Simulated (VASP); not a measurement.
# CdS (Hawleyite) (F-43m) in VASP: a series of runs, part 2 of 2

VASP 6.6.1. Earlier steps stand in the parts before.

**3. Band structure, LDA**

INCAR

```
PREC = Accurate
ENCUT = 520
EDIFF = 1E-6
ISMEAR = 0
SIGMA = 0.02
LREAL = False
LASPH = True
NELM = 60
ALGO = Normal
ISIF = 2
LWAVE = False
LCHARG = False
```

KPOINTS

```
regular mesh
0
Gamma
  8 8 8
```

POSCAR

```
CdS
1.0
    0.0000000000      2.9165000000      2.9165000000
    2.9165000000      0.0000000000      2.9165000000
    2.9165000000      2.9165000000      0.0000000000
Cd S
1 1
Direct
    0.0000000000      0.0000000000      0.0000000000
    0.7500000000      0.7500000000      0.7500000000
```

KPOINTS_OPT

```
path GXWKGLUWLK,UX
20
line-mode
reciprocal
 0.0000000000  0.0000000000  0.0000000000  G
 0.5000000000  0.0000000000  0.5000000000  X

 0.5000000000  0.0000000000  0.5000000000  X
 0.5000000000  0.2500000000  0.7500000000  W

 0.5000000000  0.2500000000  0.7500000000  W
 0.3750000000  0.3750000000  0.7500000000  K

 0.3750000000  0.3750000000  0.7500000000  K
 0.0000000000  0.0000000000  0.0000000000  G

 0.0000000000  0.0000000000  0.0000000000  G
 0.5000000000  0.5000000000  0.5000000000  L

 0.5000000000  0.5000000000  0.5000000000  L
 0.6250000000  0.2500000000  0.6250000000  U

 0.6250000000  0.2500000000  0.6250000000  U
 0.5000000000  0.2500000000  0.7500000000  W

 0.5000000000  0.2500000000  0.7500000000  W
 0.5000000000  0.5000000000  0.5000000000  L

 0.5000000000  0.5000000000  0.5000000000  L
 0.3750000000  0.3750000000  0.7500000000  K

 0.6250000000  0.2500000000  0.6250000000  U
 0.5000000000  0.0000000000  0.5000000000  X
```

Potentials or basis: VASP PAW LDA potentials, release 64 (Cd, S).

The run is started by

```console
$ cat potpaw_LDA.64/Cd/POTCAR potpaw_LDA.64/S/POTCAR > POTCAR
$ mpirun -np 1 vasp_std > vasp.out
```

OUTCAR:

```text
PREC = Accurate
   ENCUT = 520
   EDIFF = 1E-6
   ISMEAR = 0
   LREAL = False
   LASPH = True
   NELM = 60
   ISIF = 2

 ion  position               nearest neighbor table
   1  0.000  0.000  0.000-   2 2.53   2 2.53   2 2.53   2 2.53
   2  0.750  0.750  0.750-   1 2.53   1 2.53   1 2.53   1 2.53

  LATTYP: Found a face centered cubic cell.
 ALAT       =     5.8330000000

  Lattice vectors:

 A1 = (   0.0000000000,   2.9165000000,   2.9165000000)
 A2 = (   2.9165000000,   0.0000000000,   2.9165000000)
 A3 = (   2.9165000000,   2.9165000000,   0.0000000000)

[... 561 lines left out ...]
     10       5.3242      0.00000
     11       6.7426      0.00000
     12       8.1571      0.00000
     13       9.3076      0.00000

 [... further k-points ...]
[... 5 lines left out ...]
  --------------------------------------------------------------------------------------
  -------------------------------------------------------------------------------------
  Total       -0.6135537     -0.6135537     -0.6135537      0.0000000      0.0000000      0.0000000
  in kB      -19.8128621    -19.8128621    -19.8128621      0.0000000      0.0000000      0.0000000
  external PRESSURE =     -19.8128621 kB  Pullay stress =       0.0000000 kB

 VOLUME and BASIS-vectors are now :
 -----------------------------------------------------------------------------
  energy-cutoff  :      520.00
  volume of cell :       49.62
      direct lattice vectors                 reciprocal lattice vectors
     0.000000000  2.916500000  2.916500000    -0.171438368  0.171438368  0.171438368
     2.916500000  0.000000000  2.916500000     0.171438368 -0.171438368  0.171438368
     2.916500000  2.916500000  0.000000000     0.171438368  0.171438368 -0.171438368

 POSITION                                       TOTAL-FORCE (eV/Angst)
 -----------------------------------------------------------------------------------
      0.00000      0.00000      0.00000         0.000000      0.000000      0.000000
      4.37475      4.37475      4.37475        -0.000000     -0.000000     -0.000000
 -----------------------------------------------------------------------------------
    total drift:                               -0.000000     -0.000000     -0.000000

  FREE ENERGIE OF THE ION-ELECTRON SYSTEM (eV)
  ---------------------------------------------------
  free  energy   TOTEN  =        -7.3978062735 eV

  energy  without entropy=       -7.3978062735  energy(sigma->0) =       -7.39780627
```

OSZICAR:

```text
N       E                     dE             d eps       ncg     rms          rms(c)
DAV:   1     0.109852121494E+03    0.10985E+03   -0.91210E+03   770   0.126E+03
DAV:   2    -0.298055377825E+01   -0.11283E+03   -0.10777E+03   879   0.300E+02
DAV:   3    -0.787568398011E+01   -0.48951E+01   -0.48815E+01   879   0.642E+01
DAV:   4    -0.791267783570E+01   -0.36994E-01   -0.36987E-01   859   0.564E+00
DAV:   5    -0.791321367046E+01   -0.53583E-03   -0.53583E-03   879   0.650E-01    0.809E+00
DAV:   6    -0.742894424172E+01    0.48427E+00   -0.97887E-01  1111   0.143E+01    0.637E+00
DAV:   7    -0.740358964184E+01    0.25355E-01   -0.16473E-01   779   0.343E+00    0.306E+00
DAV:   8    -0.739829191065E+01    0.52977E-02   -0.18899E-02   784   0.206E+00    0.240E-01
DAV:   9    -0.739780910471E+01    0.48281E-03   -0.26640E-03   869   0.889E-01    0.598E-02
DAV:  10    -0.739779995975E+01    0.91450E-05   -0.21301E-04   829   0.189E-01    0.650E-02
[... 49 further cycles ...]
DAV:   7    -0.262540236997E+04   -0.52496E-05      894
DAV:   8    -0.262540237008E+04   -0.10687E-06      467
       N       E                     dE             ncg
DAV:   1     0.254377841482E+04   -0.16144E+05      692
DAV:   2    -0.316794297188E+03   -0.28606E+04      786
DAV:   3    -0.427223736015E+03   -0.11043E+03      821
DAV:   4    -0.427983769634E+03   -0.76003E+00      806
DAV:   5    -0.427994184852E+03   -0.10415E-01      891
DAV:   6    -0.427994389652E+03   -0.20480E-03      826
DAV:   7    -0.427994394320E+03   -0.46680E-05      886
DAV:   8    -0.427994394413E+03   -0.93362E-07      623
```

stdout:

```text
POSCAR found type information on POSCAR CdS
 POSCAR found :  2 types and       2 ions
 scaLAPACK will be used
 LDA part: xc-table for (Slater(with rela. corr.)+CA(PZ))
 , standard interpolation
 POSCAR, INCAR and KPOINTS ok, starting setup
 FFT: planning ... GRIDC
 FFT: planning ... GRID_SOFT
 FFT: planning ... GRID
 WAVECAR not read
 entering main loop
 Start KPOINTS_OPT (optional k-point list driver)
k-point batch [1-29\200]
k-point batch [30-58\200]
k-point batch [59-87\200]
k-point batch [88-116\200]
k-point batch [117-145\200]
k-point batch [146-174\200]
k-point batch [175-200\200]
```

Run time: 79 s. Hardware: 1 thread of Intel Xeon Platinum 8488C (Sapphire Rapids), shared host; peak memory 0.18 GiB.

Results:

| Property | Result |
| --- | --- |
| Free energy | -7.3978 eV |
| Pressure | -2.0 GPa |
| Band gap on the k mesh | 0.89 eV, direct |
| Band gap along the path | 0.89 eV, direct |

Levels at the corners of the path, in eV from the valence-band top:
```tsv
point	band 7	band 8	band 9	band 10	band 11	band 12
Γ	0.00	0.00	0.00	0.89	6.36	6.36
X	-4.06	-1.92	-1.92	3.31	4.17	8.96
X	-4.06	-1.92	-1.92	3.31	4.17	8.96
W	-4.00	-2.34	-2.25	5.24	5.29	7.02
W	-4.00	-2.34	-2.25	5.24	5.29	7.02
K	-4.04	-2.61	-1.57	4.02	5.29	8.26
K	-4.04	-2.61	-1.57	4.02	5.29	8.26
Γ	0.00	0.00	0.00	0.89	6.36	6.36
Γ	0.00	0.00	0.00	0.89	6.36	6.36
L	-4.52	-0.77	-0.77	2.78	6.84	6.84
L	-4.52	-0.77	-0.77	2.78	6.84	6.84
U	-4.04	-2.61	-1.57	4.02	5.29	8.26
U	-4.04	-2.61	-1.57	4.02	5.29	8.26
W	-4.00	-2.34	-2.25	5.24	5.29	7.02
W	-4.00	-2.34	-2.25	5.24	5.29	7.02
L	-4.52	-0.77	-0.77	2.78	6.84	6.84
L	-4.52	-0.77	-0.77	2.78	6.84	6.84
K	-4.04	-2.61	-1.57	4.02	5.29	8.26
U	-4.04	-2.61	-1.57	4.02	5.29	8.26
X	-4.06	-1.92	-1.92	3.31	4.17	8.96
```

**4. Band structure, PBE**

Edit INCAR of step 3 so:

```diff
@@ -1,3 +1,3 @@
 PREC = Accurate
-ENCUT = 520
+ENCUT = 250
 EDIFF = 1E-6
@@ -12 +12,2 @@
 LCHARG = False
+GGA = PE
```

KPOINTS

```
regular mesh
0
Gamma
  4 4 4
```

POSCAR is that of step 3.

KPOINTS_OPT is that of step 3.

Potentials or basis: VASP PAW PBE potentials, release 64 (Cd, S).

The run is started by

```console
$ cat potpaw_PBE.64/Cd/POTCAR potpaw_PBE.64/S/POTCAR > POTCAR
$ mpirun -np 1 vasp_std > vasp.out
```

Wall time 15 s (1 thread of Intel Xeon Platinum 8488C (Sapphire Rapids), shared host); peak memory 0.13 GiB.

The run converged, but a check on its numbers failed (symmetry, net force, bounds or a known fault of this set-up), so they aren't taken as properties of the crystal.

Caveat: the k mesh is coarse (spacing up to 0.47 Å⁻¹), so the values aren't converged; the cutoff lies under the usual one of these potentials, so the numbers hold a large basis-set error.

**5. Band structure, PBE**

Edit INCAR of step 4 so:

```diff
@@ -1,3 +1,3 @@
 PREC = Accurate
-ENCUT = 250
+ENCUT = 450
 EDIFF = 1E-6
```

KPOINTS

```
regular mesh
0
Gamma
  8 8 8
```

POSCAR is that of step 4.

KPOINTS_OPT is that of step 4.

Potentials or basis: VASP PAW PBE potentials, release 64 (Cd_GW, S_GW).

The run is started by

```console
$ cat potpaw_PBE.64/Cd_GW/POTCAR potpaw_PBE.64/S_GW/POTCAR > POTCAR
$ mpirun -np 1 vasp_std > vasp.out
```

Wall time 1.7 min (1 thread of Intel Xeon Platinum 8488C (Sapphire Rapids), shared host); peak memory 0.19 GiB.

The run converged. Its results:

* Free energy: -6.1629 eV
* Pressure: 2.8 GPa
* Band gap on the k mesh: 1.14 eV, direct
* Band gap along the path: 1.14 eV, direct

Levels at the corners of the path, in eV from the valence-band top:
| point | band 5 | band 6 | band 7 | band 8 | band 9 | band 10 | band 11 | band 12 | band 13 |
| --- | --- | --- | --- | --- | --- | --- | --- | --- | --- |
| Γ | -7.24 | -7.24 | 0.00 | 0.00 | 0.00 | 1.14 | 6.53 | 6.53 | 6.53 |
| X | -7.16 | -6.80 | -3.95 | -1.88 | -1.88 | 3.56 | 4.35 | 9.19 | 10.77 |
| X | -7.16 | -6.80 | -3.95 | -1.88 | -1.88 | 3.56 | 4.35 | 9.19 | 10.77 |
| W | -7.24 | -6.62 | -3.90 | -2.26 | -2.18 | 5.42 | 5.43 | 7.23 | 8.03 |
| W | -7.24 | -6.62 | -3.90 | -2.26 | -2.18 | 5.42 | 5.43 | 7.23 | 8.03 |
| K | -7.20 | -6.67 | -3.93 | -2.53 | -1.53 | 4.24 | 5.44 | 8.47 | 9.00 |
| K | -7.20 | -6.67 | -3.93 | -2.53 | -1.53 | 4.24 | 5.44 | 8.47 | 9.00 |
| Γ | -7.24 | -7.24 | 0.00 | 0.00 | 0.00 | 1.14 | 6.53 | 6.53 | 6.53 |
| Γ | -7.24 | -7.24 | 0.00 | 0.00 | 0.00 | 1.14 | 6.53 | 6.53 | 6.53 |
| L | -7.21 | -6.87 | -4.40 | -0.75 | -0.75 | 3.01 | 7.00 | 7.00 | 7.46 |
| L | -7.21 | -6.87 | -4.40 | -0.75 | -0.75 | 3.01 | 7.00 | 7.00 | 7.46 |
| U | -7.20 | -6.67 | -3.93 | -2.53 | -1.53 | 4.24 | 5.44 | 8.47 | 9.00 |
| U | -7.20 | -6.67 | -3.93 | -2.53 | -1.53 | 4.24 | 5.44 | 8.47 | 9.00 |
| W | -7.24 | -6.62 | -3.90 | -2.26 | -2.18 | 5.42 | 5.43 | 7.23 | 8.03 |
| W | -7.24 | -6.62 | -3.90 | -2.26 | -2.18 | 5.42 | 5.43 | 7.23 | 8.03 |
| L | -7.21 | -6.87 | -4.40 | -0.75 | -0.75 | 3.01 | 7.00 | 7.00 | 7.46 |
| L | -7.21 | -6.87 | -4.40 | -0.75 | -0.75 | 3.01 | 7.00 | 7.00 | 7.46 |
| K | -7.20 | -6.67 | -3.93 | -2.53 | -1.53 | 4.24 | 5.44 | 8.47 | 9.00 |
| U | -7.20 | -6.67 | -3.93 | -2.53 | -1.53 | 4.24 | 5.44 | 8.47 | 9.01 |
| X | -7.16 | -6.80 | -3.95 | -1.88 | -1.88 | 3.56 | 4.35 | 9.19 | 10.77 |

**6. Summary**

| level | potentials or basis | cutoff (eV) | gap on the mesh (eV) | pressure (GPa) |
| --- | --- | --- | --- | --- |
| PBE | VASP PAW PBE potentials, release 64 (Cd, S) | 520 | 1.15 | 3.2 |
| LDA | VASP PAW LDA potentials, release 64 (Cd, S) | 520 | 0.89 | -2.0 |
| PBE | VASP PAW PBE potentials, release 64 (Cd_GW, S_GW) | 450 | 1.14 | 2.8 |

Alike in all rows: task band structure; no spin polarisation; cell as given; k mesh 8 × 8 × 8; smearing gaussian 0.02 eV.

Absolute energies hang on the potentials; compare differences alone.
